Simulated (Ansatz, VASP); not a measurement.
# In13As13H30 (InAs wire along [111], 26 atoms a period, H-terminated) in two plane-wave programs, part 2 of 3

Aim: how closely do two programs agree when they are given the same cell, functional and k mesh? Of the first pair: The structure shown is the start of the Ansatz relaxation below; VASP solves that cell, so the two are compared at the walk's first step.

VASP 6.6.1 and Ansatz 0.2.0.

So far: The starting structure; Ansatz: relaxation, PBE.

### 3. VASP: single point, PBE, start cell, pair 1

Level of this step: PBE; plane waves and PAW (In_d, As, H) (VASP).

The same cell, functional, mesh and smearing now go to VASP, with its own data sets.

Lines of VASP's logs that name or quote its potential files are left out, and so is its time.

Input file INCAR:

```
SYSTEM = In13As13H30
PREC = Accurate
ENCUT = 400
EDIFF = 1E-06
NELM = 120
ISMEAR = -1
SIGMA = 0.05
LREAL = Auto
ALGO = Normal
GGA = PE
NBANDS = 176
LORBIT = 11
LWAVE = .FALSE.
LCHARG = .FALSE.
ISIF = 2
LASPH = .TRUE.
GGA_COMPAT = .FALSE.
EFERMI = MIDGAP
KPAR = 4
```

Input file POSCAR:

```
In13As13H30
1.0
   18.4610000000      0.0000000000      0.0000000000
    0.0000000000     17.5210000000      0.0000000000
    0.0000000000      0.0000000000     10.7213940000
In As H
13 13 30
Direct
    0.3814530632      0.2898350551      0.0000000000
    0.5000000000      0.5061802979      0.0000000000
    0.6185469368      0.2898350551      0.0000000000
    0.7370939277      0.5061802979      0.0000000000
    0.3814530632      0.4340652360      0.3333333333
    0.5000000000      0.6504104789      0.3333333333
    0.6185469368      0.4340652360      0.3333333333
    0.3814530632      0.5782954169      0.6666666667
    0.5000000000      0.3619501741      0.6666666667
    0.6185469368      0.5782954169      0.6666666667
    0.2629060723      0.5061802979      0.0000000000
    0.3814530632      0.7225255979      0.0000000000
    0.6185469368      0.7225255979      0.0000000000
    0.2629060723      0.5061802979      0.2500000466
    0.3814530632      0.2898350551      0.2500000466
    0.3814530632      0.7225255979      0.2500000466
    0.5000000000      0.5061802979      0.2500000466
    0.6185469368      0.2898350551      0.2500000466
    0.6185469368      0.7225255979      0.2500000466
    0.7370939277      0.5061802979      0.2500000466
    0.3814530632      0.4340652360      0.5833333800
    0.5000000000      0.6504104789      0.5833333800
    0.6185469368      0.4340652360      0.5833333800
    0.3814530632      0.5782954169      0.9166667133
    0.5000000000      0.3619501741      0.9166667133
    0.6185469368      0.5782954169      0.9166667133
    0.1943523644      0.4644773700      0.2981902353
    0.2629060723      0.5895861538      0.2981902353
    0.3128993554      0.2481321272      0.2981902353
    0.3128993554      0.6808226699      0.2981902353
    0.3814530632      0.8059314537      0.2981902353
    0.4500067169      0.2481321272      0.2981902353
    0.5499932831      0.2481321272      0.2981902353
    0.6185469368      0.8059314537      0.2981902353
    0.6871006446      0.2481321272      0.2981902353
    0.6871006446      0.6808226699      0.2981902353
    0.7370939277      0.5895861538      0.2981902353
    0.8056476356      0.4644773700      0.2981902353
    0.3027268837      0.6261865190      0.6113256355
    0.5000000000      0.2661679128      0.6113256355
    0.6972731163      0.6261865190      0.6113256355
    0.3128993554      0.3923623081      0.6315235687
    0.5000000000      0.7338163347      0.6315235687
    0.6871006446      0.3923623081      0.6315235687
    0.1841798927      0.5540714571      0.9446589688
    0.2629060723      0.4103980937      0.9446589688
    0.3027268837      0.3377261572      0.9446589688
    0.3027268837      0.7704167000      0.9446589688
    0.3814530632      0.1940528509      0.9446589688
    0.4601791886      0.7704167000      0.9446589688
    0.5398208114      0.7704167000      0.9446589688
    0.6185469368      0.1940528509      0.9446589688
    0.6972731163      0.3377261572      0.9446589688
    0.6972731163      0.7704167000      0.9446589688
    0.7370939277      0.4103980937      0.9446589688
    0.8158201073      0.5540714571      0.9446589688
```

Input file KPOINTS:

```
Automatic mesh
0
Gamma
1 1 8
0 0 0
```

The projector-augmented-wave data sets are In_d, As and H (PBE family, release 64).

On the command line:

```bash
$ mpirun -np 8 vasp_std
```

Numbers of over 12 decimals in the logs are rounded to 6 here.

The program printed:

```text
[banner, memory and clock lines left out]
running    8 mpi-ranks, on    1 nodes
[...]
|                                                                             |
|           W    W    AA    RRRRR   N    N  II  N    N   GGGG   !!!           |
|           W    W   A  A   R    R  NN   N  II  NN   N  G    G  !!!           |
|           W    W  A    A  R    R  N N  N  II  N N  N  G       !!!           |
|           W WW W  AAAAAA  RRRRR   N  N N  II  N  N N  G  GGG   !            |
|           WW  WW  A    A  R   R   N   NN  II  N   NN  G    G                |
|           W    W  A    A  R    R  N    N  II  N    N   GGGG   !!!           |
|                                                                             |
|     For optimal performance we recommend to set                             |
|       NCORE = 2 up to number-of-cores-per-socket                            |
|     NCORE specifies how many cores store one orbital (NPAR=cpu/NCORE).      |
|     This setting can greatly improve the performance of VASP for DFT.       |
|     The default, NCORE=1 might be grossly inefficient on modern             |
|     multi-core architectures or massively parallel machines. Do your        |
|     Unfortunately you need to use the default for GW and RPA                |
|     calculations (for HF NCORE is supported but not extensively tested      |
|     yet).                                                                   |
|                                                                             |

 LDA part: xc-table for (Slater+PW92), standard interpolation
 POSCAR, INCAR and KPOINTS ok, starting setup
[...]
entering main loop
       N       E                     dE             d eps       ncg     rms          rms(c)
DAV:   1     0.180935032775E+04    0.18094E+04   -0.86489E+04  2160   0.934E+02
DAV:   2     0.148610997469E+02   -0.17945E+04   -0.17637E+04  2144   0.265E+02
DAV:   3    -0.186594461399E+03   -0.20146E+03   -0.20024E+03  2152   0.122E+02
DAV:   4    -0.196247057030E+03   -0.96526E+01   -0.96307E+01  2120   0.301E+01
[...]
DAV:  27    -0.185223033910E+03   -0.51184E-05   -0.39265E-07  1480   0.121E-03    0.123E-03
DAV:  28    -0.185223036813E+03   -0.29025E-05   -0.19244E-07  1400   0.941E-04    0.136E-03
DAV:  29    -0.185223037554E+03   -0.74122E-06   -0.69375E-08  1456   0.696E-04
   1 F= -.18522304E+03 E0= -.18522150E+03  d E =-.307789E-02
```

Parts of OUTCAR (step 3):

```text
  Total       -5.0168038     -4.9950974      0.5436309      0.0000000      0.0139552      0.0000000
  in kB       -2.3177807     -2.3077522      0.2511593      0.0000000      0.0064473      0.0000000
  external PRESSURE =      -1.4581245 kB  Pullay stress =       0.0000000 kB

 POSITION                                       TOTAL-FORCE (eV/Angst)
 -----------------------------------------------------------------------------------
      7.04200      5.07820      0.00000        -0.349837     -0.790168     -1.257082
      9.23050      8.86878      0.00000        -0.000000      0.006190     -0.935039
     11.41900      5.07820      0.00000         0.349837     -0.790168     -1.257082
     13.60749      8.86878      0.00000         0.866958      0.098286     -1.260014
      7.04200      7.60526      3.57380         0.024913      0.020020      0.719891
      9.23050     11.39584      3.57380        -0.000000     -0.021813      0.719594
     11.41900      7.60526      3.57380        -0.024913      0.020020      0.719891
      7.04200     10.13231      7.14760        -0.827953      0.480298      0.227526
      9.23050      6.34173      7.14760        -0.000000     -0.953841      0.227706
     11.41900     10.13231      7.14760         0.827953      0.480298      0.227526
      4.85351      8.86878      0.00000        -0.866958      0.098286     -1.260014
      7.04200     12.65937      0.00000        -0.513446      0.713698     -1.257634
     11.41900     12.65937      0.00000         0.513446      0.713698     -1.257634
      4.85351      8.86878      2.68035         0.110980     -0.160207     -0.407347
[...]
-----------------------------------------------------------------------------------
    total drift:                               -0.000000      0.087861      0.000146

  FREE ENERGIE OF THE ION-ELECTRON SYSTEM (eV)
  ---------------------------------------------------
  free  energy   TOTEN  =      -185.2230375542 eV

  energy  without entropy=     -185.2199596682  energy(sigma->0) =     -185.22149861

[... 3 further parts left out ...]
[key lines of the parts left out:]
E-fermi :  -2.2123
```

### 4. Side by side

Known differences besides the potentials themselves: the data sets hold 394 valence electrons in Ansatz (on its PAW soft_1 files) and 264 in VASP; the cutoff is 420 eV in Ansatz and 400 eV in VASP (PREC = Accurate, projectors in real space). Total energies have different zeros and are not compared.

Forces on 10 of the 56 atoms, those with the largest forces and the largest differences (eV/Å; atoms numbered as in POSCAR):

```csv
atom,"Ansatz x, y, z","VASP x, y, z"
In1,"-0.335, -0.783, -1.248","-0.350, -0.790, -1.257"
In3,"0.335, -0.783, -1.248","0.350, -0.790, -1.257"
In4,"0.852, 0.107, -1.251","0.867, 0.098, -1.260"
In10,"0.817, 0.477, 0.237","0.828, 0.480, 0.228"
In11,"-0.852, 0.107, -1.251","-0.867, 0.098, -1.260"
In12,"-0.512, 0.697, -1.249","-0.513, 0.714, -1.258"
In13,"0.512, 0.697, -1.249","0.513, 0.714, -1.258"
As15,"-0.098, 0.124, -0.361","-0.107, 0.200, -0.410"
As18,"0.098, 0.124, -0.361","0.107, 0.200, -0.410"
H32,"-0.695, 0.078, 0.223","-0.636, 0.041, 0.248"
```

The forces differ by 28 meV/Å r.m.s., which is 6.5 % of the r.m.s. force of 0.433 eV/Å (both taken over all components).

### 5. Ansatz: relaxation, PBE

This run makes the geometry at which the two programs are then compared. The cell compared in this pair holds 3441.32 Å³, against 3467.89 Å³ for the pair before.

The structure compared here is the end of the Ansatz relaxation.

Input file input.yaml:

```yaml
crystal:
  lattice:
    - [18.461, 0.0, 0.0]
    - [0.0, 17.521, 0.0]
    - [0.0, 0.0, 10.7213944989]
  atoms:
    - { symbol: In, position: [0.381445176, 0.28983506, 0.0] }
    - { symbol: In, position: [0.49999214, 0.506180325, 0.0] }
    - { symbol: In, position: [0.618539103, 0.28983506, 0.0] }
    - { symbol: In, position: [0.737086066, 0.506180325, 0.0] }
    - { symbol: As, position: [0.262898213, 0.506180325, 0.25] }
    - { symbol: As, position: [0.381445176, 0.28983506, 0.25] }
    - { symbol: As, position: [0.381445176, 0.722525589, 0.25] }
    - { symbol: As, position: [0.49999214, 0.506180325, 0.25] }
    - { symbol: As, position: [0.618539103, 0.28983506, 0.25] }
    - { symbol: As, position: [0.618539103, 0.722525589, 0.25] }
    - { symbol: As, position: [0.737086066, 0.506180325, 0.25] }
    - { symbol: H, position: [0.194344522, 0.464477396, 0.298190249] }
    - { symbol: H, position: [0.262898213, 0.589586181, 0.298190249] }
    - { symbol: H, position: [0.312891485, 0.248132132, 0.298190249] }
    - { symbol: H, position: [0.312891485, 0.680822661, 0.298190249] }
    - { symbol: H, position: [0.381445176, 0.805931446, 0.298190249] }
    - { symbol: H, position: [0.449998868, 0.248132132, 0.298190249] }
    - { symbol: H, position: [0.549985411, 0.248132132, 0.298190249] }
    - { symbol: H, position: [0.618539103, 0.805931446, 0.298190249] }
    - { symbol: H, position: [0.687092794, 0.248132132, 0.298190249] }
    - { symbol: H, position: [0.687092794, 0.680822661, 0.298190249] }
    - { symbol: H, position: [0.737086066, 0.589586181, 0.298190249] }
    - { symbol: H, position: [0.805639758, 0.464477396, 0.298190249] }
    - { symbol: In, position: [0.381445176, 0.434065237, 0.333333333] }
    - { symbol: In, position: [0.49999214, 0.650410501, 0.333333333] }
    - { symbol: In, position: [0.618539103, 0.434065237, 0.333333333] }
    - { symbol: As, position: [0.381445176, 0.434065237, 0.583333333] }
    - { symbol: As, position: [0.49999214, 0.650410501, 0.583333333] }
    - { symbol: As, position: [0.618539103, 0.434065237, 0.583333333] }
    - { symbol: H, position: [0.302719002, 0.626186518, 0.611325607] }
    - { symbol: H, position: [0.49999214, 0.266167939, 0.611325607] }
    - { symbol: H, position: [0.697265278, 0.626186518, 0.611325607] }
    - { symbol: H, position: [0.312891485, 0.392362308, 0.631523582] }
    - { symbol: H, position: [0.49999214, 0.733816358, 0.631523582] }
    - { symbol: H, position: [0.687092794, 0.392362308, 0.631523582] }
    - { symbol: In, position: [0.381445176, 0.578295413, 0.666666667] }
    - { symbol: In, position: [0.49999214, 0.361950149, 0.666666667] }
    - { symbol: In, position: [0.618539103, 0.578295413, 0.666666667] }
    - { symbol: As, position: [0.381445176, 0.578295413, 0.916666667] }
    - { symbol: As, position: [0.49999214, 0.361950149, 0.916666667] }
    - { symbol: As, position: [0.618539103, 0.578295413, 0.916666667] }
    - { symbol: H, position: [0.184172038, 0.55407143, 0.94465894] }
    - { symbol: H, position: [0.262898213, 0.410398115, 0.94465894] }
    - { symbol: H, position: [0.302719002, 0.337726165, 0.94465894] }
    - { symbol: H, position: [0.302719002, 0.770416694, 0.94465894] }
    - { symbol: H, position: [0.381445176, 0.194052851, 0.94465894] }
    - { symbol: H, position: [0.460171351, 0.770416694, 0.94465894] }
    - { symbol: H, position: [0.539812928, 0.770416694, 0.94465894] }
    - { symbol: H, position: [0.618539103, 0.194052851, 0.94465894] }
    - { symbol: H, position: [0.697265278, 0.337726165, 0.94465894] }
    - { symbol: H, position: [0.697265278, 0.770416694, 0.94465894] }
    - { symbol: H, position: [0.737086066, 0.410398115, 0.94465894] }
    - { symbol: H, position: [0.815812241, 0.55407143, 0.94465894] }
    - { symbol: In, position: [0.262898213, 0.506180325, 0.0] }
    - { symbol: In, position: [0.381445176, 0.722525589, 0.0] }
    - { symbol: In, position: [0.618539103, 0.722525589, 0.0] }
kpoints:
  mp_grid: { grid: [1, 1, 8] }
scf:
  occupations: { method: fermi_dirac, width: 0.05 }
hamiltonian:
  xc: pbe
  pseudopotentials: { kind: paw, azcp: { folder: soft_1 } }
relax:
  cell: { fix: [a, b, alpha, beta, gamma] }
  max_steps: 45
  f_tol: 0.03
```

On the command line:

```bash
$ ansatz run input.yaml --threads 4 --pin off --max-ram 16384MiB --backend cpu --events-out ev --progress --plain --runs-dir out
```

The program printed:

```text
[...]
Crystal: 56 atoms, lattice volume = 3467.891 Å³
Basis set: ecut = 420 eV, 67797 PW (Γ), exchange–correlation on 250×240×144 points (8 copies of the dense FFT grid, shifted against one another)
Bands: 253, of which v1, the nominal top of the filled ones, is band 197 counted from 1 (196 counted from 0)
Symmetry: 2 space group operations
[...]
k-points: 5 of 8 (time reversal used)
[...]
- { symbol: As, position: [0.5, 0.357056, 0.927028] }
    - { symbol: As, position: [0.622575, 0.580722, 0.927188] }
[...]
- { symbol: H, position: [0.696611, 0.305739, 0.929767] }
    - { symbol: H, position: [0.730809, 0.750000, 0.971326] }
    - { symbol: H, position: [0.763268, 0.426958, 0.930396] }
    - { symbol: H, position: [0.815888, 0.594909, 0.971439] }
    - { symbol: In, position: [0.246076, 0.520832, -0.022015] }
    - { symbol: In, position: [0.361081, 0.730608, -0.022048] }
    - { symbol: In, position: [0.638919, 0.730608, -0.022048] }
[key lines of the parts left out:]
Fermi energy:    -1.659999 eV
P = ⅓ Tr σ = 0.0079 GPa (0.079 kbar)
```

(Part 2 of 3 ends here.)

[Lines on the potential files, build, host, timing and source positions are cut from VASP's logs without a mark.]

[Logs are printed without paths, hosts, clocks, repeated set-up lines and the standing remarks that a program may print on its own settings, such as how far it seeks lower states.]

[Hosts, paths, dates, database ids (printed as entryN), source tags and the programs' standing remarks are cut or masked in the printed files.]
